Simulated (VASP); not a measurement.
**Faces of rock-salt TaC**

How far do face, termination and an added layer move the work function? Model: rock-salt TaC at a = 4.45 A.

Main program and level: VASP 6.6.1; PBEsol; plane waves and PAW (Ta_pv, C), in the first sound run; inputs show where later runs differ.

Most raw output is cut from this account.

### Step 1. The starting structure

The cell holds 11 atoms: 6 Ta and 5 C. Cell: a = 3.147 Å, b = 3.147 Å, c = 28.846 Å, α = 90.0°, β = 90.0°, γ = 120.0°. It derives from TaC. Vacuum lies along c.

### Step 2. Relax the state, PBEsol

State “TaC(111), Ta ends”: the free atoms relax.

Level: PBEsol; plane waves and PAW (Ta_pv, C).

Contents of INCAR:

```
SYSTEM = Ta6C5
PREC = Normal
ENCUT = 400
EDIFF = 1E-05
NELM = 120
ISMEAR = 1
SIGMA = 0.1
LREAL = Auto
ALGO = Fast
GGA = PS
NBANDS = 54
LASPH = .TRUE.
LORBIT = 11
LWAVE = .FALSE.
LCHARG = .FALSE.
KPAR = 2
IBRION = 2
NSW = 80
ISIF = 2
EDIFFG = -0.04
POTIM = 0.4
MAXMIX = 40
IDIPOL = 3
LDIPOL = .TRUE.
DIPOL = 0.5 0.5 0.5
ISYM = 2
```

Contents of POSCAR:

```
Ta6C5
1.0
    3.1466251760      0.0000000000      0.0000000000
   -1.5733125880      2.7250573390      0.0000000000
    0.0000000000      0.0000000000     28.8460434890
Ta C
6 5
Direct
    0.0000000000      0.0000000000      0.2773343940
    0.6666666670      0.3333333330      0.3664006370
    0.3333333330      0.6666666670      0.4554668790
    0.0000000000      0.0000000000      0.5445331210
    0.6666666670      0.3333333330      0.6335993630
    0.3333333330      0.6666666670      0.7226656060
    0.3333333330      0.6666666670      0.3218675150
    0.0000000000      0.0000000000      0.4109337580
    0.6666666670      0.3333333330      0.5000000000
    0.3333333330      0.6666666670      0.5890662420
    0.0000000000      0.0000000000      0.6781324850
```

Contents of KPOINTS:

```
Automatic mesh
0
Gamma
12 12 1
0 0 0
```

PAW data sets: Ta_pv and C (PBE family, release 64).

Run with:

```
> mpirun -np 2 vasp_std
```

Run time: 8.6 min. Hardware: 2 MPI ranks of AMD EPYC 7R13 (Zen 3), shared host; peak memory 0.49 GiB; 14 min of CPU time.

Read from the output:

- energy(sigma→0) of the program: -127.9229 eV
- ionic steps: 11

### Step 3. Potential of the state, PBEsol

State “TaC(111), Ta ends”: a tighter run that also writes the potential.

Level: PBEsol; plane waves and PAW (Ta_pv, C).

Contents of INCAR:

```
SYSTEM = Ta6C5
PREC = Normal
ENCUT = 400
EDIFF = 1E-06
NELM = 120
ISMEAR = 1
SIGMA = 0.1
LREAL = Auto
ALGO = Fast
GGA = PS
NBANDS = 54
LASPH = .TRUE.
LORBIT = 11
LWAVE = .FALSE.
LCHARG = .FALSE.
KPAR = 2
IDIPOL = 3
LDIPOL = .TRUE.
DIPOL = 0.5 0.5 0.5
LVHAR = .TRUE.
LVACPOTAV = .TRUE.
NEDOS = 1500
```

Contents of POSCAR:

```
Ta6C5
1.0
    3.1466251760      0.0000000000      0.0000000000
   -1.5733125880      2.7250573390      0.0000000000
    0.0000000000      0.0000000000     28.8460434890
Ta C
6 5
Direct
    0.0000000000      0.0000000000      0.2812676995
    0.6666666670      0.3333333330      0.3655646734
    0.3333333330      0.6666666670      0.4563392920
    0.0000000000      0.0000000000      0.5436607080
    0.6666666670      0.3333333330      0.6344353266
    0.3333333330      0.6666666670      0.7187323005
    0.3333333330      0.6666666670      0.3205046031
    0.0000000000      0.0000000000      0.4108046722
    0.6666666670      0.3333333330      0.5000000000
    0.3333333330      0.6666666670      0.5891953278
    0.0000000000      0.0000000000      0.6794953969
```

KPOINTS is that of step 2.

Run with:

```
> mpirun -np 2 vasp_std
```

Run time: 2.4 min. Hardware: 2 MPI ranks; peak memory 0.45 GiB.

Read from the output:

```
energy(sigma→0) of the program      : -127.9229 eV
work function, upper and lower side : 4.78, 4.78 eV
```

VASP warns that it found no field-free region by its own threshold; the planar potential, read 60 % of the way from the top atom to the cell's edge, stands at 4.78 eV above the Fermi level.

### Step 4. Relax the state, PBEsol

State “TaC(111), Ta ends, one layer of H on top”: the free atoms relax.

Level: PBEsol; plane waves and PAW (Ta_pv, C, H).

System, named by how it was started: H on TaC(111). The cell holds 12 atoms: 6 Ta, 5 C and 1 H. Its edges and angles: a = 3.147 Å, b = 3.147 Å, c = 29.846 Å, α = 90.0°, β = 90.0°, γ = 120.0°. It derives from TaC. Vacuum lies along c.

Contents of INCAR:

```
SYSTEM = Ta6HC5
PREC = Normal
ENCUT = 400
EDIFF = 1E-05
NELM = 120
ISMEAR = 1
SIGMA = 0.1
LREAL = Auto
ALGO = Fast
GGA = PS
NBANDS = 55
LASPH = .TRUE.
LORBIT = 11
LWAVE = .FALSE.
LCHARG = .FALSE.
KPAR = 2
IBRION = 2
NSW = 80
ISIF = 2
EDIFFG = -0.04
POTIM = 0.4
MAXMIX = 40
IDIPOL = 3
LDIPOL = .TRUE.
DIPOL = 0.5 0.5 0.504
ISYM = 2
```

Contents of POSCAR:

```
Ta6HC5
1.0
    3.1466251760      0.0000000000      0.0000000000
   -1.5733125880      2.7250573390      0.0000000000
    0.0000000000      0.0000000000     29.8460434890
Ta C H
6 5 1
Direct
    0.0000000000      0.0000000000      0.2680422280
    0.6666666670      0.3333333330      0.3541242810
    0.3333333330      0.6666666670      0.4402063340
    0.0000000000      0.0000000000      0.5262883870
    0.6666666670      0.3333333330      0.6123704400
    0.3333333330      0.6666666670      0.6984524930
    0.3333333330      0.6666666670      0.3110832550
    0.0000000000      0.0000000000      0.3971653080
    0.6666666670      0.3333333330      0.4832473610
    0.3333333330      0.6666666670      0.5693294140
    0.0000000000      0.0000000000      0.6554114670
    0.6666666670      0.3333333330      0.7319577720
```

KPOINTS is that of step 3.

PAW data sets: Ta_pv, C and H (PBE family, release 64).

Run with:

```
> mpirun -np 2 vasp_std
```

Elapsed: 10 min, on 2 MPI ranks; peak memory 0.52 GiB; 18 min of CPU time.

This run gave:

```
energy(sigma→0) of the program : -132.2548 eV
ionic steps                    : 18
```

### Step 5. Potential of the state, PBEsol

State “TaC(111), Ta ends, one layer of H on top”: a tighter run that also writes the potential.

Level: PBEsol; plane waves and PAW (Ta_pv, C, H).

Contents of INCAR:

```
SYSTEM = Ta6HC5
PREC = Normal
ENCUT = 400
EDIFF = 1E-06
NELM = 120
ISMEAR = 1
SIGMA = 0.1
LREAL = Auto
ALGO = Fast
GGA = PS
NBANDS = 55
LASPH = .TRUE.
LORBIT = 11
LWAVE = .FALSE.
LCHARG = .FALSE.
KPAR = 2
IDIPOL = 3
LDIPOL = .TRUE.
DIPOL = 0.5 0.5 0.504
LVHAR = .TRUE.
LVACPOTAV = .TRUE.
NEDOS = 1500
```

Contents of POSCAR:

```
Ta6HC5
1.0
    3.1466251760      0.0000000000      0.0000000000
   -1.5733125880      2.7250573390      0.0000000000
    0.0000000000      0.0000000000     29.8460434890
Ta C H
6 5 1
Direct
    0.0000000000      0.0000000000      0.2721211949
    0.6666666670      0.3333333330      0.3536384797
    0.3333333330      0.6666666670      0.4414630786
    0.0000000000      0.0000000000      0.5256921592
    0.6666666670      0.3333333330      0.6135387953
    0.3333333330      0.6666666670      0.6951901064
    0.3333333330      0.6666666670      0.3098202404
    0.0000000000      0.0000000000      0.3973422995
    0.6666666670      0.3333333330      0.4835170230
    0.3333333330      0.6666666670      0.5700337123
    0.0000000000      0.0000000000      0.6562838267
    0.6666666670      0.3333333330      0.7290378240
```

KPOINTS is that of step 4.

Run with:

```
> mpirun -np 2 vasp_std
```

Wall time 2 min (2 MPI ranks); peak memory 0.48 GiB.

Numbers from this step:

| Property | Result |
| --- | --- |
| energy(sigma→0) of the program | -132.2548 eV |
| work function, upper and lower side | 4.21, 4.86 eV |

VASP warns that it found no field-free region by its own threshold; the planar potential, read 60 % of the way from the top atom to the cell's edge, stands at 4.21 eV above the Fermi level.

### Step 6. Free molecule: H2, PBEsol

Each gas relaxes alone in a box.

Level: PBEsol; plane waves and PAW (H).

System, named by how it was started: H2. The cell holds 2 atoms: 2 H. Its edges and angles: a = 10.000 Å, b = 10.500 Å, c = 12.000 Å, α = 90.0°, β = 90.0°, γ = 90.0°. Vacuum lies along a, b and c.

Contents of INCAR:

```
SYSTEM = H
PREC = Normal
ENCUT = 400
EDIFF = 1E-05
NELM = 120
ISMEAR = 0
SIGMA = 0.01
LREAL = Auto
ALGO = Normal
GGA = PS
NBANDS = 7
LASPH = .TRUE.
LORBIT = 11
LWAVE = .FALSE.
LCHARG = .FALSE.
NCORE = 2
IBRION = 2
NSW = 60
ISIF = 2
EDIFFG = -0.03
POTIM = 0.4
MAXMIX = 40
ISYM = 0
```

Contents of POSCAR:

```
H
1.0
   10.0000000000      0.0000000000      0.0000000000
    0.0000000000     10.5000000000      0.0000000000
    0.0000000000      0.0000000000     12.0000000000
H
2
Direct
    0.5000000000      0.5000000000      0.4691666700
    0.5000000000      0.5000000000      0.5308333300
```

Contents of KPOINTS:

```
Automatic mesh
0
Gamma
1 1 1
0 0 0
```

PAW data sets: H (PBE family, release 64).

Run with:

```
> mpirun -np 2 vasp_gam
```

Elapsed: 13 s, on 2 MPI ranks; peak memory 0.46 GiB; 22 s of CPU time.

This run gave:

| Property | Result |
| --- | --- |
| energy(sigma→0) of the program | -6.5039 eV |
| ionic steps | 3 |

### Step 7. The energy by hand

For “TaC(111), Ta ends, one layer of H on top”, from the relaxed energies at PBEsol: [-132.255 − (-127.923) − (0.5) × (-6.504)] = -1.08 eV.

### Step 8. All members

The other members went through these steps as far as the tables show, with one cutoff; 14 runs are not shown. The session took 4.1 core hours (wall time by ranks) on a shared machine.

Binding energy of an added atom against half its dimer; static energies, no zero-point or thermal terms; level: Fermi level of a metal, highest filled level otherwise.

```
                                    state  layers         from state  gas taken up (+) or given off (-)  energy, PBEsol (eV)
                       TaC(001), 5 layers       5                                                                           
                       TaC(001), 7 layers       7                                                                           
                       TaC(110), 9 layers       9                                                                           
                        TaC(111), Ta ends      11                                                                           
                         TaC(111), C ends      11                                                                           
 TaC(111), Ta ends, one layer of F on top          TaC(111), Ta ends                            +0.5 F2                -4.41
TaC(111), Ta ends, one layer of Cl on top          TaC(111), Ta ends                           +0.5 Cl2                -2.83
 TaC(111), Ta ends, one layer of H on top          TaC(111), Ta ends                            +0.5 H2                -1.08
```

A blank entry does not apply, was not run or did not finish.

```
                                    state  level below the vacuum (eV)  gap (eV)  nearest pair between the added atoms and the rest  its distance (Å)
                       TaC(001), 5 layers                         3.69      0.00                                                                     
                       TaC(001), 7 layers                         3.68      0.00                                                                     
                       TaC(110), 9 layers                         4.18      0.00                                                                     
                        TaC(111), Ta ends                         4.78      0.00                                                                     
                         TaC(111), C ends                         7.21      0.00                                                                     
 TaC(111), Ta ends, one layer of F on top                         4.23      0.00                                               F-Ta              2.30
TaC(111), Ta ends, one layer of Cl on top                         3.96      0.00                                              Cl-Ta              2.60
 TaC(111), Ta ends, one layer of H on top                         4.21      0.00                                               H-Ta              2.08
```

### Step 9. Summary of results

| Quantity | Value |
| --- | --- |
| TaC(111), Ta ends, one layer of F on top | binding -4.41 eV; level below the vacuum 4.23 eV (-0.55) |
| TaC(111), Ta ends, one layer of Cl on top | binding -2.83 eV; level below the vacuum 3.96 eV (-0.82) |
| TaC(111), Ta ends, one layer of H on top | binding -1.08 eV; level below the vacuum 4.21 eV (-0.57) |
| TaC(001), 5 layers | work function 3.69 eV |
| TaC(001), 7 layers | work function 3.68 eV |
| TaC(110), 9 layers | work function 4.18 eV |
| TaC(111), Ta ends | work function 4.78 eV |
| TaC(111), C ends | work function 7.21 eV |

**Reading.** The strongest binding is that of “TaC(111), Ta ends, one layer of F on top” (-4.41 eV) and the weakest that of “TaC(111), Ta ends, one layer of H on top” (-1.08 eV). The level below the vacuum on the upper side spans 3.68 eV (“TaC(001), 7 layers”) to 7.21 eV (“TaC(111), C ends”). Vacuum levels are VASP's own where it printed one and read from the planar potential otherwise; the two differ by up to about 0.05 eV, so smaller differences between rows mean nothing. The in-plane lattice is the typed one, not relaxed at this level, and the rock-salt form is assumed. Added layers start on the hollow sites that continue the stacking. The slabs ran without spin polarisation, which may matter for added atoms with open shells. One start was relaxed for each state, in a small cell at high coverage; entropy of the gases, which favours steps that give off gas, is left out.

[Lines on the potential files, build, host, timing and source positions are cut from VASP's logs without a mark.]

[Logs are printed without paths, hosts, clocks, repeated set-up lines and the standing remarks that a program may print on its own settings, such as how far it seeks lower states.]

[Hosts, paths, dates, database ids (printed as entryN), source tags and the programs' standing remarks are cut or masked in the printed files.]
